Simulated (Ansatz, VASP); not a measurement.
# One calculation of CsPbI2Br, two programs

Contents of INCAR:

```
PREC = Accurate ; ENCUT = 520
EDIFF = 1E-6 ; ISMEAR = 0
SIGMA = 0.05 ; LREAL = False
LASPH = True ; NELM = 100
ALGO = Fast ; ISIF = 2
LWAVE = False ; LCHARG = False
GGA = PS ; NBANDS = 30
```

File KPOINTS:

```
Automatic mesh
0
Gamma
  4 4 6
```

POSCAR

```
CsPbI2Br
1.0
    6.3752960000      0.0000000000      0.0000000000
    0.0000000000      6.3752960000      0.0000000000
    0.0000000000      0.0000000000      5.9622200000
Cs Pb I Br
1 1 2 1
Direct
    0.5000000000      0.5000000000      0.5000000000
    0.0000000000      0.0000000000      0.0000000000
    0.0000000000      0.5000000000      0.0000000000
    0.5000000000      0.0000000000      0.0000000000
    0.0000000000      0.0000000000      0.5000000000
```

Input for Ansatz:

```yaml
crystal:
  lattice:
    - [6.375296, 0.0, 0.0]
    - [0.0, 6.375296, 0.0]
    - [0.0, 0.0, 5.96222]
  atoms:
    - { symbol: Cs, position: [0.5, 0.5, 0.5] }
    - { symbol: Pb, position: [0.0, 0.0, 0.0] }
    - { symbol: I, position: [0.0, 0.5, 0.0] }
    - { symbol: I, position: [0.5, 0.0, 0.0] }
    - { symbol: Br, position: [0.0, 0.0, 0.5] }
basis:
  ecutwfc: 420
kpoints:
  mp_grid: { grid: [4, 4, 6] }
hamiltonian:
  xc: pbesol
scf:
  occupations: { method: gaussian, width: 0.05 }
output:
  forces: true
  stress: true
  eigenvalues: true
```

The cell comes from a database or a generator and needn't be the stable form of this composition.

Alike in both runs: task single point; functional PBEsol; k mesh 4 × 4 × 6; occupations gaussian, width 0.05 eV; no spin polarisation.

|  | VASP | Ansatz |
| --- | --- | --- |
| version | VASP 6.6.1 | Ansatz 0.2.0 |
| potentials or method | VASP PAW PBE potentials, release 64 (Cs_sv, Pb_d, I, Br) | scalar-relativistic, plane waves, PAW |
| plane-wave cutoff (eV) | 520 | 420 |
| valence electrons in the cell | 44 | 64 |

Ansatz gave:

| Quantity | Value |
| --- | --- |
| gap on the k mesh at the Fermi level (eV) | 1.39 |
| least direct gap on the mesh (eV) | 1.39 |
| pressure (GPa) | -0.8 |
| largest component of the traceless stress (GPa) | 0.14 |

Task: What did VASP give for the same quantities?

Result: gap on the k mesh at the Fermi level (eV): 1.38; least direct gap on the mesh (eV): 1.38; pressure (GPa): -0.8; largest component of the traceless stress (GPa): 0.14.

The functional is the same, so the differences come from potentials, cutoffs and numerics. The two sets of potentials don't hold the same shells in valence.

Caveats: the PAW data sets were made with another functional, which shifts forces and pressure a little (VASP); spin-orbit coupling is left out, which as a rule narrows the gap of such compounds by several tenths of an eV. PBEsol gaps usually lie below the measured ones, often by a third to a half. A k mesh can miss the band edges.
